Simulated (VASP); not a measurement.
Energy against volume of CaF₂ (fluorite). Level of theory: TPSS meta-GGA, VASP's PBE PAW potentials (set 64) (plane waves; VASP). Numerical set-up: 520 eV cut-off, 7×7×7 Γ-centred mesh, Gaussian smearing of 0.050 eV, potentials Ca_sv F.

```csv
V (Å³/atom),E (eV/atom)
12.898,-9.76828
13.309,-9.78131
13.721,-9.78691
14.133,-9.78611
```

**Question.** Fit these four points and predict the energy of the run at 14.544 Å³/atom.

**Answer.** A cubic in V^(−2/3), the third-order Birch-Murnaghan form, passes through the four points with V0 = 13.87 Å³/atom and B0 = 79 GPa, and gives -9.7798 eV/atom there. The run gave -9.7800 eV/atom, -0.2 meV/atom from the fit; all five points give B0 = 78 GPa.

The compound is CaF2 in the fluorite structure. It was relaxed first.
